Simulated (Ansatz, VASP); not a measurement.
**Ti (Titanium) in two plane-wave programs**

Aim: how closely do two programs agree when they are given the same cell, functional and k mesh? The cell is taken from a series of runs on this material, whose earlier steps may have relaxed, scaled, displaced or heated it; both programs get it as it stands.

Calculated with Ansatz 0.2.0; plane waves, with VASP 6.6.1 beside it; zone-centre phonons at PBE with D3(BJ).

## (1) Starting point

The structure is hexagonal, space group P6_3/mmc (No. 194). Conventional cell: a = 2.887 Å, b = 2.887 Å, c = 4.572 Å, α = 90.00°, β = 90.00°, γ = 120.00°. Nearest to Ti lie 12 Ti at 2.83 to 2.89 Å.

Structure file:

```cif
data_structure
_symmetry_space_group_name_H-M 'P6_3/mmc'
_symmetry_Int_Tables_number 194
_cell_length_a 2.8869
_cell_length_b 2.8869
_cell_length_c 4.5720
_cell_angle_alpha 90.000
_cell_angle_beta 90.000
_cell_angle_gamma 120.000
_cell_volume 33.00
loop_
_atom_site_label
_atom_site_type_symbol
_atom_site_symmetry_multiplicity
_atom_site_Wyckoff_symbol
_atom_site_fract_x
_atom_site_fract_y
_atom_site_fract_z
_atom_site_occupancy
Ti1 Ti 2 c 0.33333 0.66667 0.25000 1
```

## (2) VASP: zone-centre phonons, PBE with D3(BJ)

Second derivatives magnify differences that forces hide, and they need a tight electronic threshold.

Lines of VASP's logs that name or quote its potential files are left out, and so is its time.

File INCAR:

```
SYSTEM = Ti
PREC = Accurate
ENCUT = 500
EDIFF = 1E-08
NELM = 120
ISMEAR = 1
SIGMA = 0.2
LREAL = .FALSE.
ALGO = Normal
GGA = PE
IVDW = 12
NBANDS = 18
LASPH = .TRUE.
LORBIT = 11
LWAVE = .FALSE.
LCHARG = .FALSE.
ISIF = 2
IBRION = 6
NFREE = 2
POTIM = 0.015
NSW = 1
GGA_COMPAT = .FALSE.
KPAR = 2
```

File POSCAR:

```
Ti
1.0
    2.8868879800      0.0000000000      0.0000000000
   -1.4434439900      2.5001183286      0.0000000000
    0.0000000000      0.0000000000      4.5720302951
Ti
2
Direct
    0.3333333333      0.6666666667      0.2500000000
    0.6666666667      0.3333333333      0.7500000000
```

File KPOINTS:

```
Automatic mesh
0
Gamma
21 21 12
0 0 0
```

The projector-augmented-wave data sets are Ti_sv (PBE family, release 64).

Run with:

```console
$ mpirun -np 2 vasp_std
```

Numbers of over 12 decimals in the logs are rounded to 6 here.

Output:

```text
[banner, memory and clock lines left out]
running    2 mpi-ranks, on    1 nodes
 distrk:  each k-point on    1 cores,    2 groups
 distr:  one band on    1 cores,    1 groups

 POSCAR found type information on POSCAR Ti
 POSCAR found :  1 types and       2 ions
 LDA part: xc-table for (Slater+PW92), standard interpolation
 POSCAR, INCAR and KPOINTS ok, starting setup
 FFT: planning ... GRIDC
 FFT: planning ... GRID_SOFT
 FFT: planning ... GRID
 WAVECAR not read
 entering main loop
       N       E                     dE             d eps       ncg     rms          rms(c)
DAV:   1     0.257528402950E+03    0.25753E+03   -0.12956E+04 12104   0.164E+03
DAV:   2     0.122523567409E+02   -0.24528E+03   -0.24207E+03 12372   0.454E+02
DAV:   3    -0.163219841762E+02   -0.28574E+02   -0.28229E+02 22734   0.128E+02
DAV:   4    -0.174929646926E+02   -0.11710E+01   -0.11699E+01 13846   0.269E+01
DAV:   5    -0.175493420313E+02   -0.56377E-01   -0.56368E-01 18928   0.421E+00    0.125E+01
DAV:   6    -0.156260524669E+02    0.19233E+01   -0.69659E+00 14228   0.282E+01    0.330E+00
DAV:   7    -0.156144676639E+02    0.11585E-01   -0.78501E-01 18474   0.698E+00    0.210E+00
DAV:   8    -0.156476742911E+02   -0.33207E-01   -0.23252E-01 14092   0.571E+00    0.763E-01
DAV:   9    -0.156381789520E+02    0.94953E-02   -0.52728E-02 14310   0.247E+00    0.710E-02
DAV:  10    -0.156385181865E+02   -0.33923E-03   -0.30336E-03 17672   0.392E-01    0.883E-02
DAV:  11    -0.156385415166E+02   -0.23330E-04   -0.19457E-04 15306   0.115E-01    0.352E-02
DAV:  12    -0.156385302562E+02    0.11260E-04   -0.33641E-05 14414   0.529E-02    0.303E-03
DAV:  13    -0.156385306835E+02   -0.42732E-06   -0.14339E-06 17982   0.938E-03    0.948E-04
DAV:  14    -0.156385317830E+02   -0.10995E-05   -0.19518E-07 15446   0.315E-03    0.223E-04
DAV:  15    -0.156385318083E+02   -0.25369E-07   -0.20127E-08  9992   0.991E-04    0.141E-04
DAV:  16    -0.156385317895E+02    0.18821E-07   -0.13615E-09  6922   0.345E-04    0.110E-04
DAV:  17    -0.156385317932E+02   -0.36966E-08   -0.41076E-10  6850   0.206E-04
   1 F= -.16907988E+02 E0= -.16909502E+02  d E =0.454392E-02
[...]
2 F= -.16907821E+02 E0= -.16909328E+02  d E =0.452109E-02
[...]
3 F= -.16907821E+02 E0= -.16909328E+02  d E =0.452108E-02
[...]
4 F= -.16907534E+02 E0= -.16909060E+02  d E =0.457901E-02
 Finite differences progress:
  Degree of freedom:   2/  2
  Displacement:        1/  2
  Total:               3/  4
 bond charge predicted
       N       E                     dE             d eps       ncg     rms          rms(c)
DAV:   1    -0.156161229102E+02    0.21958E-01   -0.28522E+00 23234   0.404E+01    0.336E-01
DAV:   2    -0.156382842871E+02   -0.22161E-01   -0.22878E-01 18794   0.492E+00    0.197E-01
DAV:   3    -0.156381241715E+02    0.16012E-03   -0.59220E-03 27430   0.882E-01    0.547E-02
DAV:   4    -0.156381160918E+02    0.80798E-05   -0.56000E-04 20288   0.259E-01    0.261E-02
DAV:   5    -0.156380794340E+02    0.36658E-04   -0.17624E-04 26194   0.174E-01    0.343E-03
DAV:   6    -0.156380809150E+02   -0.14810E-05   -0.20661E-05 21926   0.474E-02    0.188E-03
DAV:   7    -0.156380809082E+02    0.68530E-08   -0.12090E-06 25070   0.123E-02    0.536E-04
DAV:   8    -0.156380809013E+02    0.69153E-08   -0.82022E-08 23490   0.419E-03
   5 F= -.16907534E+02 E0= -.16909060E+02  d E =0.457903E-02
 Finite differences progress:
  Degree of freedom:   2/  2
  Displacement:        2/  2
  Total:               4/  4
```

From OUTCAR (step 2):

```text
ion  position               nearest neighbor table
   1  0.333  0.667  0.250-   2 2.83   2 2.83   2 2.83   2 2.83   2 2.83   2 2.83
   2  0.667  0.333  0.750-   1 2.83   1 2.83   1 2.83   1 2.83   1 2.83   1 2.83

  LATTYP: Found a hexagonal cell.
 ALAT       =     2.8868879800
 C/A-ratio  =     1.5837227931

 Subroutine GETGRP returns: Found 24 space group operations
 (whereof 12 operations were pure point group operations)

The static configuration has the point symmetry D_3d.
 The point group associated with its full space group is D_6h.

 Found    336 irreducible k-points:

   k-points           NKPTS =    336   k-points in BZ     NKDIM =    336   number of bands    NBANDS=     18

   dimension x,y,z NGX =    24 NGY =   24 NGZ =   36
   dimension x,y,z NGXF=    48 NGYF=   48 NGZF=   72

   ENCUT  =  500.0 eV  36.75 Ry    6.06 a.u.   5.26  5.26  8.34*2*pi/ulx,y,z

   NELECT =      24.0000    total number of electrons

 k-points in reciprocal lattice and weights: Automatic mesh
   0.00000000  0.00000000  0.00000000       0.000
   0.04761905 -0.00000000  0.00000000       0.001
   0.09523810 -0.00000000  0.00000000       0.001
   0.14285714  0.00000000  0.00000000       0.001
   0.19047619 -0.00000000  0.00000000       0.001
   0.23809524 -0.00000000  0.00000000       0.001
   0.28571429 -0.00000000  0.00000000       0.001
   0.33333333 -0.00000000  0.00000000       0.001
   0.38095238 -0.00000000  0.00000000       0.001
[...]
0.33333333  0.28571429  0.50000000       0.002
   0.33333333  0.33333333  0.50000000       0.000

 Edisp (eV)   -1.26945

 average (electrostatic) potential at core
       1 -71.7829       2 -71.7829

 E-fermi :   8.9074

 k-point     1 :       0.0000    0.0000    0.0000
  band No.  band energies     occupation
    ...
      6     -23.7050      2.00000
      7     -23.6676      2.00000
      8     -23.6676      2.00000
      9       2.5610      2.00000
     10       6.0711      2.00000
     11       9.6916     -0.00000
     12       9.6916     -0.00000
     13       9.7689     -0.00000
     14       9.8552     -0.00000
     15      10.2274     -0.00000
    ...

 k-point     2 :       0.0476   -0.0000    0.0000
  band No.  band energies     occupation
    ...
      6     -23.7074      2.00000
      7     -23.6804      2.00000
      8     -23.6692      2.00000
      9       2.6284      2.00000
     10       6.1249      2.00000
     11       9.5229     -0.00012
     12       9.6637     -0.00000
     13       9.7398     -0.00000
     14       9.9529     -0.00000
     15      10.1918     -0.00000
    ...

 k-point     3 :       0.0952   -0.0000    0.0000
  band No.  band energies     occupation
    ...
      6     -23.7174      2.00000
      7     -23.7147      2.00000
      8     -23.6738      2.00000
      9       2.8275      2.00000
     10       6.2795      2.00000
     11       9.2600     -0.03179
     12       9.3198     -0.01301
     13       9.8828     -0.00000
     14      10.0578     -0.00000
     15      10.1612     -0.00000
    ...

 Edisp (eV)   -1.26945

  Total      -0.08599    -0.08599    -0.08428     0.00000    -0.00000     0.00000
  in kB      -4.17512    -4.17512    -4.09202     0.00000    -0.00000     0.00000
  external pressure =       -4.15 kB  Pullay stress =        0.00 kB

  energy-cutoff  :      500.00
  volume of cell :       33.00
      direct lattice vectors                 reciprocal lattice vectors
     2.886887980  0.000000000  0.000000000     0.346393766  0.199990534  0.000000000
    -1.443443990  2.500118329  0.000000000     0.000000000  0.399981068  0.000000000
     0.000000000  0.000000000  4.572030295     0.000000000  0.000000000  0.218721210

 POSITION                                       TOTAL-FORCE (eV/Angst)
 -----------------------------------------------------------------------------------
     -0.00000      1.66675      1.12801         0.000000      0.000000      0.060690
      1.44344      0.83337      3.42902        -0.000000      0.000000     -0.060690
 -----------------------------------------------------------------------------------
    total drift:                               -0.000000      0.000000     -0.000429

  FREE ENERGIE OF THE ION-ELECTRON SYSTEM (eV)
  ---------------------------------------------------
  free  energy   TOTEN  =       -16.9075337156 eV

  energy  without entropy=      -16.9121127467  energy(sigma->0) =      -16.90906006

 Eigenvectors and eigenvalues of the dynamical matrix
 ----------------------------------------------------

   1 f  =    6.426334 THz    40.377846 2PiTHz  214.359420 cm-1    26.577169 meV
             X         Y         Z           dx          dy          dz
     -0.000000  1.666746  1.143008    -0.000000    0.000000    0.707107
      1.443444  0.833373  3.429023     0.000000    0.000000   -0.707107

   2 f  =    3.886715 THz    24.420953 2PiTHz  129.646870 cm-1    16.074156 meV
             X         Y         Z           dx          dy          dz
     -0.000000  1.666746  1.143008     0.000004   -0.707107    0.000000
      1.443444  0.833373  3.429023    -0.000004    0.707107    0.000000

   3 f  =    3.886715 THz    24.420953 2PiTHz  129.646870 cm-1    16.074156 meV
             X         Y         Z           dx          dy          dz
     -0.000000  1.666746  1.143008     0.707107    0.000004    0.000000
      1.443444  0.833373  3.429023    -0.707107   -0.000004    0.000000

   4 f  =    0.000000 THz     0.000000 2PiTHz    0.000002 cm-1     0.000000 meV
             X         Y         Z           dx          dy          dz
     -0.000000  1.666746  1.143008     0.263692    0.656100   -0.000000
      1.443444  0.833373  3.429023     0.263692    0.656100    0.000000

   5 f  =    0.000000 THz     0.000000 2PiTHz    0.000000 cm-1     0.000000 meV
             X         Y         Z           dx          dy          dz
     -0.000000  1.666746  1.143008    -0.000000    0.000000    0.707107
      1.443444  0.833373  3.429023     0.000000    0.000000    0.707107

   6 f/i=    0.000000 THz     0.000000 2PiTHz    0.000002 cm-1     0.000000 meV
             X         Y         Z           dx          dy          dz
     -0.000000  1.666746  1.143008    -0.656100    0.263692   -0.000000
      1.443444  0.833373  3.429023    -0.656100    0.263692    0.000000

 ELASTIC MODULI CONTR FROM IONIC RELAXATION (kBar)
 Direction    XX          YY          ZZ          XY          YZ          ZX
 --------------------------------------------------------------------------------
 XX        -271.9001    271.9001     -0.0000      0.0000      0.0000      0.0000
 YY         271.9001   -271.9001      0.0000     -0.0000      0.0000      0.0000
 ZZ          -0.0000      0.0000     -0.0000      0.0000      0.0000      0.0000
 XY           0.0000     -0.0000      0.0000   -271.9001      0.0000      0.0000
 YZ           0.0000      0.0000      0.0000      0.0000      0.0000      0.0000
 ZX           0.0000      0.0000      0.0000      0.0000      0.0000      0.0000
 --------------------------------------------------------------------------------

 total charge
# of ion       s       p       d       tot
------------------------------------------
    1        2.261   6.132   1.920  10.312
    2        2.261   6.132   1.920  10.312
--------------------------------------------------
tot          4.521  12.263   3.839  20.624

[... 3 further parts left out ...]
```

Levels, forces or a CONTCAR printed for this step are those of its last displaced cell, not of the structure at rest.

## (3) Ansatz: zone-centre phonons, PBE with D3(BJ)

Ansatz runs on its default PAW (the set named soft_2) files.

The same cell, functional, mesh and smearing now go to Ansatz, which takes its cutoff from its data sets.

File input.yaml:

```yaml
crystal:
  lattice:
    - [2.88688798, 0.0, 0.0]
    - [-1.44344399, 2.5001183286, 0.0]
    - [0.0, 0.0, 4.5720302951]
  atoms:
    - { symbol: Ti, position: [0.3333333333, 0.6666666667, 0.25] }
    - { symbol: Ti, position: [0.6666666667, 0.3333333333, 0.75] }
kpoints:
  mp_grid: { grid: [21, 21, 12] }
hamiltonian:
  xc: pbe
  dispersion: d3bj
scf:
  occupations: { method: methfessel_paxton, width: 0.2 }
output:
  eigenvalues: true
phonons:
  method: dfpt
```

Run with:

```console
$ ansatz run input.yaml --threads 8 --pin off --max-ram 14336MiB --backend cpu --events-out ev --progress --plain --runs-dir out
```

Output:

```text
zone centre: on kpoints.mp_grid the ground state, and the responses unless they are solved on pairs of k-points, stand on 847 of the mesh's 5292 k-points, reduced under 4 symmetry operations, with k and −k counted as one. Each operation leaves every solved displacement unchanged or reverses it
Engine: ansatz 0.2.0, aarch64-unknown-linux-gnu
Pseudopotentials: kind: paw
Pseudopotential: Ti, paw, valence charge 12, recommended cutoff 420 eV (normal), Ti.paw.azcp
Functional definition: PBE
  parameter kappa = 0.804
  parameter beta = 0.066725
  exchange = pbe_x(kappa = kappa, mu = beta*pi^2/3)
  correlation = pbe_c(beta = beta)
Crystal: 2 atoms, lattice volume = 32.999 Å³
Basis set: ecut = 420 eV, 627 PW (Γ), exchange–correlation on 40×40×64 points (8 copies of the dense FFT grid, shifted against one another)
Bands: 16, of which v1, the nominal top of the filled ones, is band 12 counted from 1 (11 counted from 0)
Symmetry: 24 space group operations
k-points: 847 of 5292 (irreducible under 4 space group operations, time reversal used)
Non-local potential: Ti, projectors of the file, l = 0: 3, l = 1: 2, l = 2: 3, l = 3: 1
PAW form: soft (Blöchl's): semilocal exchange-correlation on the pseudo side does not see the compensation charge
PAW one-centre angular grid: Ti, 590 points (default); XC on 64 Gauss nodes
Initial density: superposition of atomic densities (neutral atoms: chi_scale 0, normalization atom), corrected by the library's trained network
Initial wavefunctions: pseudopotential atomic-orbital guess
Functional: x = pbe(κ = 0.804, μ = 0.219515), c = pbe(β = 0.066725)
SCF iter   1: F=—  HF=-5000.568681 eV  |F-HF|=—  |Δ(HF+E_count)|=         —  Δρ=5.49e-3  dr2=4.64e-3  ethr=1.77e-3  ⟨swp⟩=4.4  Hψ=117904  notcnv=0
automatic band count: the SCF goes on with 20 bands, as 16 were too few: they end inside the smearing window of the response
preconditioner: auto → none  [metal: Δε(μ)=0.001 eV  Ē_g=4.352 eV  σ=0.200 eV  W_gap=0.01  n_scr=8 (ndim 8)  ℏωp=18.3 eV  f_vac=0.000  D(μ)=1.94/eV (n_scr^D=22)  sad-step TF]
SCF iter   2: F=—  HF=-5000.567536 eV  |F-HF|=—  |Δ(HF+E_count)|=   1.15e-3  S|Δr|=    0.00e0  Δρ=2.89e-3  dr2=1.48e-3  ethr=1.93e-5  ⟨swp⟩=1.0  Hψ=23716  notcnv=0
SCF iter   3: F=—  HF=-5000.567571 eV  |F-HF|=—  |Δ(HF+E_count)|=   3.48e-5  S|Δr|=    0.00e0  Δρ=3.08e-4  dr2=1.24e-5  ethr=6.15e-6  ⟨swp⟩=2.3  Hψ=21009  notcnv=0
SCF iter   4: F=—  HF=-5000.567574 eV  |F-HF|=—  |Δ(HF+E_count)|=   2.80e-6  S|Δr|=    0.00e0  Δρ=6.74e-5  dr2=1.05e-6  ethr=5.18e-8  ⟨swp⟩=2.1  Hψ=24791  notcnv=0
SCF iter   5: F=—  HF=-5000.567576 eV  |F-HF|=—  |Δ(HF+E_count)|=   2.00e-6  S|Δr|=    0.00e0  Δρ=7.73e-6  dr2=6.49e-9  ethr=4.37e-9  ⟨swp⟩=3.0  Hψ=28997  notcnv=0
SCF iter   6: F=—  HF=-5000.567576 eV  |F-HF|=—  |Δ(HF+E_count)|=   6.87e-9  S|Δr|=    0.00e0  Δρ=3.33e-7  dr2=1.46e-11  ethr=2.71e-11  ⟨swp⟩=2.0  Hψ=19682  notcnv=0
SCF iter   7: F=-5000.567576 eV  HF=-5000.567576 eV  |F-HF|=9.09e-13  |Δ(HF+E_count)|=  1.18e-11  S|Δr|=    0.00e0  Δρ=4.45e-8  dr2=2.46e-13  ethr=1.00e-12  ⟨swp⟩=6.2  Hψ=62555  notcnv=0
SCF 1 converged in 7 iterations: F = -5000.567576 eV  dr2 = 2.46e-13
  greatest PAW one-centre occupation: 0.999 electrons in one spin orbital (limit 2), on the Ti atom at site 1 (counted from 0), in its partial waves of l = 0
DFPT response loops at Γ: preconditioner auto → Kerker (q_TF=auto, 2.587 Å⁻¹) (partly filled bands, converged f_vac=0.000); β = 1.00, the filter's whole step (`scf.mixing.beta` (0.50) is not read by the response loops under this deck's `scf.mixing.preconditioner`; to damp them name `kerker` or `kerker_dos`, under which they read `scf.mixing.beta`, and type it under 1.00, their step now; both keys bind the ground state too); Broyden in place of MSR1
SCF converged after 7 iterations
Stability not checked: this state was not tested for a lower state beside it, because cold or Methfessel-Paxton smearing, or corrected tetrahedra, fill the levels in a way that the test cannot read (fill_not_monotonic; see scf.lower_state_search)
Free energy (F): -5000.567576 eV
Harris-Foulkes:  -5000.567576 eV  (|F-HF|=9.09e-13)
Internal energy: -5000.572123 eV  (E = F + TS)
E sigma→0 (E₀):  -5000.568712 eV
Entropy (-TS):   0.004547 eV (2.273 meV/atom)
Fermi energy:    14.225480 eV
Step filling:    the computed levels leave a gap of 0.0000 eV = 0.0 smearing widths at the electron count; against every level under it full and every level over it empty, smearing changes F+E_penalty+E_count by +1.603 meV and its σ→0 estimate by +0.466 meV
--- Per-component energies (eV) ---
  E_band       = -293.920253
  E_kinetic    = 547.538663
  E_local      = -1569.042728  (includes V_loc(G=0)·N_el)
  E_nonlocal   = 16.271470
  E_hartree    = 649.408404
  E_xc         = -195.853314
  E_vxc        = -245.121231  (∫ρ·V_xc dr)
  E_paw        = -2095.543751  (= ΣΔE_a)
  E_vpaw       = -342.383442  (= ΣTr[D̂ρ^β])
  E_aug_tail   = 0.000223  (compensation charges beyond the density's cutoff)
  E_ewald      = -2352.081257
  E_disp       = -1.269832  (pairwise vdW)
  E_smearing   = 0.004547  (= −TS)
  E_closure    = -0.000000  (closes the sum)
  Σ components = -5000.567576   (vs F -5000.567576, Δ=0.00e0)
--- Band table (eV; the first three rows and the last of 847) ---
  k-point 0: bands = [... 8 lower, 7.9160, 11.3979, 15.0132, 15.0132, 15.1170, 15.1388, 15.5531, 15.5531, ... 4 higher]
  k-point 1: bands = [... 8 lower, 7.9778, 11.3753, 14.9801, 14.9801, 15.0032, 15.1036, 15.5175, 15.5175, ... 4 higher]
  k-point 2: bands = [... 8 lower, 8.1604, 11.2922, 14.7269, 14.9119, 14.9119, 15.0017, 15.4211, 15.4211, ... 4 higher]
  k-point 846: bands = [... 8 lower, 12.0527, 12.0527, 13.6261, 13.6261, 14.1256, 14.1256, 15.8129, 15.8129, ... 4 higher]
--- Phonons (Γ-DFPT): 2 representative perturbations + reference, on 847 of 5292 k-points (Σ response iterations 6) ---
  k mesh reduced under 4 symmetry operations, with k and −k counted as one. Each operation leaves every solved displacement unchanged or reverses it
  ASR residual: 1.185e-5 → 0.000e0 eV/Å²; symmetrization residual: 1.044e-12 eV/Å²
  pairwise dispersion correction: d3bj (s6 = 1.0, s8 = 0.7875, a1 = 0.4289, a2_bohr = 4.4407), with the weights of each atom's references fixed at the reference crystal's, and the forces and stress that the weights' published response gives there kept as a pressure on the atom's counted neighbours (hamiltonian.dispersion)
  ASR residual per site (eV/Å²): 1.19e-5 1.19e-5
  Γ frequencies (cm⁻¹): 0.00 0.00 0.00 129.93 129.93 213.68
  non-analytic LO–TO correction: not included (Born effective charges unavailable; polar crystals: no LO–TO splitting at Γ)
```

## (4) Comparison

Known differences besides the potentials themselves: the cutoff is 420 eV in Ansatz and 500 eV in VASP; Ansatz takes the dispersion share of the force constants at frozen C6 weights, VASP differentiates the full forces; VASP uses finite displacements, Ansatz perturbation theory. Total energies have different zeros and are not compared.

The two programs side by side:

```csv
quantity,Ansatz,VASP,difference
optical mode 1 to 2 (cm⁻¹),129.9,129.6,+0.22 %
optical mode 3 (cm⁻¹),213.7,214.4,-0.32 %
```

Modes are paired by rising frequency, not by their patterns, so a pair may set unlike modes beside each other; they are those without the splitting of longitudinal modes.

## (5) What came out

* r.m.s. difference of the optical zone-centre modes, each program's sorted by frequency (zone-centre phonons, PBE with D3(BJ)): 0.46 cm⁻¹

**Reading.** The r.m.s. difference of the optical zone-centre modes, each program's sorted by frequency is 0.46 cm⁻¹ (zone-centre phonons, PBE with D3(BJ)). Such differences can come from data sets, numerical settings and the points named under the comparisons, not from the functional's error against experiment.

[Lines on the potential files, build, host, timing and source positions are cut from VASP's logs without a mark.]

[Logs are printed without paths, hosts, clocks, repeated set-up lines and the standing remarks that a program may print on its own settings, such as how far it seeks lower states.]

[Hosts, paths, dates, database ids (printed as entryN), source tags and the programs' standing remarks are cut or masked in the printed files.]
